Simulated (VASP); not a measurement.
A hop in MgO (rock salt): H between interstitial sites, in a supercell of 65 atoms. Nudged elastic band with 3 images between relaxed ends, without a climbing image, so the barrier is a lower bound. Calculation: PBE GGA, VASP's PBE PAW potentials (set 64) (plane waves; VASP). Numerical set-up: PREC = Normal, LREAL = Auto, ISYM = 0, 400 eV cut-off, 1×1×1 Γ-centred mesh, Gaussian smearing of 0.050 eV, potentials Mg O H.

The supercell is sampled at Γ alone, which is coarse: total energies, pressure and levels can be off, energies of defects by several tenths of an eV.

First end (POSCAR):

```
Mg32HO32
1.0
     8.486959    0.000000    0.000000
     0.000000    8.486959    0.000000
     0.000000    0.000000    8.486959
Mg O H
32 32 1
Direct
     0.499783    0.999396    0.999350
     0.750278    0.249827    0.999289
     0.750732    0.999125    0.250105
     0.999551    0.999630    0.999891
     0.248592    0.249016    0.998549
     0.500820    0.501389    0.998406
     0.750032    0.750098    0.000144
     0.248802    0.998558    0.249150
     0.502845    0.246863    0.246942
     0.751338    0.500823    0.249227
     0.500906    0.998479    0.501162
     0.751409    0.248938    0.500980
     0.749892    0.999658    0.750073
     0.998864    0.499734    0.999528
     0.249842    0.750748    0.999450
     0.998173    0.248788    0.249044
     0.247216    0.502658    0.247187
     0.500862    0.751762    0.249199
     0.999223    0.998914    0.500109
     0.246523    0.246998    0.503471
     0.503202    0.503708    0.503551
     0.750876    0.750695    0.500039
     0.249707    0.999313    0.750959
     0.500740    0.249205    0.751694
     0.750414    0.499983    0.750899
     0.999521    0.750262    0.250050
     0.998240    0.500781    0.501277
     0.248927    0.751539    0.501201
     0.998822    0.249714    0.750861
     0.248824    0.501101    0.751941
     0.499897    0.751041    0.750925
     0.999825    0.749821    0.750410
     0.749829    0.249704    0.249990
     0.999791    0.499762    0.250114
     0.999605    0.249752    0.500312
     0.242709    0.243022    0.242979
     0.507150    0.507682    0.242975
     0.751142    0.750956    0.250178
     0.998931    0.998727    0.250015
     0.507278    0.242788    0.507789
     0.750057    0.500107    0.500298
     0.999087    0.750691    0.500162
     0.750701    0.249816    0.751090
     0.998671    0.499871    0.751316
     0.998504    0.249742    0.999050
     0.249907    0.750102    0.250038
     0.499918    0.999945    0.249948
     0.242918    0.507194    0.507675
     0.500133    0.750489    0.500312
     0.751014    0.998945    0.500057
     0.249515    0.249907    0.750466
     0.500025    0.500520    0.750501
     0.749921    0.749884    0.750056
     0.999796    0.999835    0.750020
     0.499771    0.249957    0.999996
     0.750740    0.499952    0.999191
     0.999857    0.749610    0.000239
     0.249700    0.999973    0.500297
     0.249901    0.751043    0.751221
     0.499812    0.999070    0.751186
     0.249760    0.500155    0.000075
     0.500038    0.751221    0.999182
     0.749729    0.999879    0.000099
     0.249716    0.998991    0.999113
     0.376033    0.374782    0.376102
```

Last end:

```
Mg32HO32
1.0
     8.486959    0.000000    0.000000
     0.000000    8.486959    0.000000
     0.000000    0.000000    8.486959
Mg O H
32 32 1
Direct
     0.499790    0.999258    1.001085
     0.750410    0.249850    1.000944
     0.750066    0.999678    0.249931
     0.999556    0.999634    1.000329
     0.248602    0.249024    1.001682
     0.500813    0.501273    1.001824
     0.750058    0.750087    0.000459
     0.249776    0.999340    0.249541
     0.500735    0.249093    0.248559
     0.750551    0.499973    0.249480
     0.500931    0.998500    0.498968
     0.751264    0.248945    0.498967
     0.750540    0.999149    0.750130
     0.998990    0.499821    1.000930
     0.249796    0.750671    1.000859
     0.999114    0.249776    0.249544
     0.248814    0.500986    0.248721
     0.499898    0.750777    0.249473
     0.999217    0.999050    0.500079
     0.246883    0.247148    0.497295
     0.503037    0.503360    0.496902
     0.750676    0.750655    0.500068
     0.248758    0.998541    0.751204
     0.503252    0.246622    0.753646
     0.751301    0.501078    0.751233
     0.999801    0.749986    0.249960
     0.998305    0.500876    0.499167
     0.248960    0.751416    0.499119
     0.998135    0.248824    0.751171
     0.246873    0.503013    0.753189
     0.500924    0.751738    0.751192
     0.999187    0.750452    0.750273
     0.750769    0.249739    0.249081
     0.998850    0.499970    0.249291
     0.999702    0.249752    0.500005
     0.249619    0.249860    0.250016
     0.500029    0.500290    0.249936
     0.749967    0.749978    0.250214
     0.999863    0.999796    0.250161
     0.507164    0.242838    0.492617
     0.749964    0.500098    0.499983
     0.999012    0.750725    0.500003
     0.749868    0.249775    0.750322
     0.999692    0.499986    0.750357
     0.998678    0.249686    1.001170
     0.249761    0.750959    0.249216
     0.499972    0.999061    0.249172
     0.242983    0.507091    0.492958
     0.500117    0.750333    0.499916
     0.750843    0.998972    0.499967
     0.242432    0.242899    0.757358
     0.507292    0.507817    0.757535
     0.750956    0.751000    0.750267
     0.998847    0.998832    0.750292
     0.499821    0.249899    1.000297
     0.750730    0.500076    1.001246
     0.999835    0.749803    0.000201
     0.249712    0.999933    0.500075
     0.249703    0.750101    0.750301
     0.499891    0.999943    0.750347
     0.249640    0.500149    0.000321
     0.500018    0.751087    1.001265
     0.749801    0.999866    0.000106
     0.249580    0.998987    1.001160
     0.376213    0.374746    0.626025
```

**Question.** Predict the energy profile and the barrier.

**Answer.** 
```csv
image,path length (Å),E − E(first end) (eV)
0,0.00,0.000
1,0.58,0.242
2,1.15,0.495
3,1.73,0.231
4,2.31,0.000
```
The highest image is number 2 (counting the first end as 0), 1.15 Å along the path. The barrier is 0.49 eV forward and 0.50 eV back; the ends differ by 0.00 eV.

The cell is a supercell with a defect, built from MgO (rock salt): H between interstitial sites. The total moment is imposed (NUPDOWN), so this need not be the lowest spin state.
